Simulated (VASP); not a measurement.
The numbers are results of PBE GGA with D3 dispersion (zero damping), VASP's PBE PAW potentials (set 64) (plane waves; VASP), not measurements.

A VASP calculation is set up with these files.

POSCAR:
```
Tb
1.0
  1.8000000000  -3.1176910000   0.0000000000
  1.8000000000   3.1176910000   0.0000000000
  0.0000000000   0.0000000000   5.6900000000
Tb
2
Cart
  1.8000000000   1.0392324118   1.4225000000
  1.8000000000  -1.0392324118   4.2675000000
```

**KPOINTS**
```
Automatic mesh
0
Gamma
11 11 6
0 0 0
```

**INCAR**
```
! general
SYSTEM =Tb
PREC   =Accurate
ENCUT  =520
LREAL  =F
LASPH  =T

! electronic loop
EDIFF  =1E-6
NELM   =100
ALGO   =Normal
LMAXMIX=6

! smearing
ISMEAR =1
SIGMA  =0.1

! functional
GGA    =PE
IVDW   =11

! ions
IBRION =2
NSW    =60
ISIF   =3
EDIFFG =-0.01

! output
LWAVE  =F
LCHARG =F
```

POTCAR, in this order: Tb_3 (PBE.64 set). Program: vasp_std.

Output

### OSZICAR
```
       N       E                     dE             d eps       ncg     rms          rms(c)
DAV:   1     0.420820616355E+02    0.42082E+02   -0.89267E+03  1664   0.123E+03
DAV:   2    -0.692444395478E+01   -0.49007E+02   -0.47976E+02  1794   0.258E+02
DAV:   3    -0.905666244820E+01   -0.21322E+01   -0.19569E+01  2289   0.311E+01
DAV:   4    -0.910500372702E+01   -0.48341E-01   -0.47393E-01  1905   0.464E+00
DAV:   5    -0.910624320440E+01   -0.12395E-02   -0.12387E-02  2362   0.609E-01    0.236E+01
DAV:   6    -0.910786433711E+01   -0.16211E-02   -0.21875E-02  2015   0.125E+00    0.141E+01
DAV:   7    -0.911661214737E+01   -0.87478E-02   -0.40001E-02  1966   0.170E+00    0.221E-01
DAV:   8    -0.911629353611E+01    0.31861E-03   -0.21955E-03  1899   0.381E-01    0.598E-02
DAV:   9    -0.911630014208E+01   -0.66060E-05   -0.21587E-04  2049   0.116E-01    0.318E-02
DAV:  10    -0.911629381820E+01    0.63239E-05   -0.34531E-05  1909   0.435E-02    0.408E-02
DAV:  11    -0.911629472548E+01   -0.90728E-06   -0.49832E-06  1839   0.168E-02
   1 F= -.98087856E+01 E0= -.98089783E+01  d E =-.980879E+01
       N       E                     dE             d eps       ncg     rms          rms(c)
DAV:   1    -0.923519630123E+01   -0.11890E+00   -0.30917E+00  1664   0.141E+01    0.210E+00
DAV:   2    -0.913181398999E+01    0.10338E+00   -0.21210E-01  1694   0.402E+00    0.101E+00
DAV:   3    -0.908658720235E+01    0.45227E-01   -0.11913E-01  1784   0.275E+00    0.391E-01
DAV:   4    -0.908672904349E+01   -0.14184E-03   -0.61964E-03  1999   0.693E-01    0.303E-01
DAV:   5    -0.908673245134E+01   -0.34079E-05   -0.81682E-04  1694   0.200E-01    0.335E-02
DAV:   6    -0.908672645889E+01    0.59924E-05   -0.62203E-05  2052   0.617E-02    0.213E-02
DAV:   7    -0.908672201837E+01    0.44405E-05   -0.53616E-06  1864   0.209E-02    0.308E-03
DAV:   8    -0.908672210291E+01   -0.84536E-07   -0.14857E-07   917   0.352E-03
   2 F= -.98234492E+01 E0= -.98234248E+01  d E =-.146636E-01
       N       E                     dE             d eps       ncg     rms          rms(c)
DAV:   1    -0.909425580272E+01   -0.75338E-02   -0.41379E-02  1664   0.165E+00    0.249E-01
DAV:   2    -0.909288737463E+01    0.13684E-02   -0.28556E-03  1694   0.465E-01    0.116E-01
DAV:   3    -0.909228515216E+01    0.60222E-03   -0.14889E-03  1819   0.304E-01    0.432E-02
DAV:   4    -0.909228090484E+01    0.42473E-05   -0.92139E-05  1969   0.840E-02    0.329E-02
DAV:   5    -0.909227613928E+01    0.47656E-05   -0.10957E-05  1714   0.230E-02    0.436E-03
DAV:   6    -0.909227585747E+01    0.28180E-06   -0.79223E-07   892   0.756E-03
   3 F= -.98237178E+01 E0= -.98237197E+01  d E =-.149322E-01
       N       E                     dE             d eps       ncg     rms          rms(c)
DAV:   1    -0.909312691427E+01   -0.85077E-03   -0.96193E-04  1664   0.251E-01    0.385E-02
DAV:   2    -0.909309465798E+01    0.32256E-04   -0.66804E-05  1699   0.710E-02    0.181E-02
DAV:   3    -0.909308062683E+01    0.14031E-04   -0.35270E-05  1814   0.468E-02    0.655E-03
DAV:   4    -0.909308025216E+01    0.37468E-06   -0.20793E-06  1294   0.129E-02
   4 F= -.98237133E+01 E0= -.98237191E+01  d E =-.149278E-01
       N       E                     dE             d eps       ncg     rms          rms(c)
DAV:   1    -0.909420311108E+01   -0.11225E-02   -0.25014E-02  1674   0.117E+00    0.104E-01
DAV:   2    -0.909387073658E+01    0.33237E-03   -0.44561E-04  1934   0.184E-01    0.626E-02
DAV:   3    -0.909372599913E+01    0.14474E-03   -0.17497E-04  2068   0.105E-01    0.320E-02
DAV:   4    -0.909372346484E+01    0.25343E-05   -0.31844E-05  2170   0.428E-02    0.166E-02
DAV:   5    -0.909372325506E+01    0.20977E-06   -0.86867E-07   887   0.802E-03
   5 F= -.98239538E+01 E0= -.98239722E+01  d E =-.240454E-03
       N       E                     dE             d eps       ncg     rms          rms(c)
DAV:   1    -0.909551037569E+01   -0.17869E-02   -0.57402E-02  1674   0.178E+00    0.156E-01
DAV:   2    -0.909475701192E+01    0.75336E-03   -0.10140E-03  1939   0.277E-01    0.953E-02
DAV:   3    -0.909442783228E+01    0.32918E-03   -0.39812E-04  2066   0.158E-01    0.484E-02
DAV:   4    -0.909442208900E+01    0.57433E-05   -0.72643E-05  2180   0.646E-02    0.247E-02
DAV:   5    -0.909442192163E+01    0.16736E-06   -0.21872E-06  1232   0.119E-02
   6 F= -.98240770E+01 E0= -.98241052E+01  d E =-.363658E-03
```

**OUTCAR**
```
------------------------ aborting loop because EDIFF is reached ----------------------------------------
 Edisp (eV)   -0.72966
  FORCE on cell =-STRESS in cart. coord.  units (eV):
  Direction    XX          YY          ZZ          XY          YZ          ZX
  --------------------------------------------------------------------------------------
  Total      -0.00866    -0.00866    -0.01073     0.00000     0.00000     0.00000
  in kB      -0.22604    -0.22604    -0.28021     0.00000     0.00000     0.00000
  external pressure =       -0.24 kB  Pullay stress =        0.00 kB
  volume of cell :       61.36
      direct lattice vectors                 reciprocal lattice vectors
     1.785182557 -3.092026447 -0.000000000     0.280083400 -0.161706249 -0.000000000
     1.785182557  3.092026447 -0.000000000     0.280083400  0.161706249 -0.000000000
     0.000000000  0.000000000  5.558124218     0.000000000 -0.000000000  0.179916814
 POSITION                                       TOTAL-FORCE (eV/Angst)
 -----------------------------------------------------------------------------------
      1.78518      1.03068      1.38953         0.000000     -0.000000      0.000000
      1.78518     -1.03068      4.16859        -0.000000      0.000000     -0.000000
 -----------------------------------------------------------------------------------
    total drift:                                0.000003      0.000106     -0.000011
  FREE ENERGIE OF THE ION-ELECTRON SYSTEM (eV)
  ---------------------------------------------------
  free  energy   TOTEN  =        -9.8240769856 eV

  energy  without entropy=       -9.8241615068  energy(sigma->0) =       -9.82410516

 reached required accuracy - stopping structural energy minimisation
```
(Selected blocks of OUTCAR.)

CONTCAR:
```
Tb
   1.00000000000000
     1.7851825567924298   -3.0920264468213308   -0.0000000000000000
     1.7851825567924298    3.0920264468213308   -0.0000000000000000
     0.0000000000000000    0.0000000000000000    5.5581242183046555
  Tb
     2
Direct
     0.3333330000000032    0.6666669999999968    0.2500000000000000
     0.6666669999999968    0.3333330000000032    0.7500000000000000
```

The 4f electrons are frozen in the core of the lanthanide potential, so 4f levels, which can set the real gap, and their magnetism are missing. Energy and stress use the plane-wave basis of the starting cell.

The compound is Tb in the hcp structure. This run relaxes it. Symmetry was kept, so distortions that lower it aren't found.
